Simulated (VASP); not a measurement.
```
LaP
1.0
    4.27391     0.00000     0.00000
    0.00000     4.27391     0.00000
    0.00000     0.00000     7.52554
La P
2 2
Direct
  0.00000   0.50000   0.00000
  0.50000   0.00000   0.50000
  0.00000   0.00000   0.25000
  0.00000   0.00000   0.75000
```

The base run (VASP): PBE GGA, plane waves, VASP's PBE PAW potentials (set 64). Settings: 400 eV cut-off, 5×5×3 Γ-centred mesh, Gaussian smearing of 0.050 eV, potentials La P.

One setting is varied; ΔE counts from the base run. The base run took about 30 core-seconds. Costs are core time on shared hosts, one run each; read them as rough ratios.

| setting | cost over the base run | electronic steps | ΔE (meV/atom) |
|---|---|---|---|
| base run | reference | 15 | 0.0 |
| ALGO = Fast | about 3 times | 35 | 0.0 |
| ALGO = Conjugate | about 3 times | 39 | 0.0 |
| ALGO = All | about 3 times | 39 | 0.0 |

Left out are runs that failed, have no time on record or changed the cell.

The structure was generated: LaP was put into the PtS type (P4_2/mmc), which need not be its known phase. The cell was not relaxed at this level.
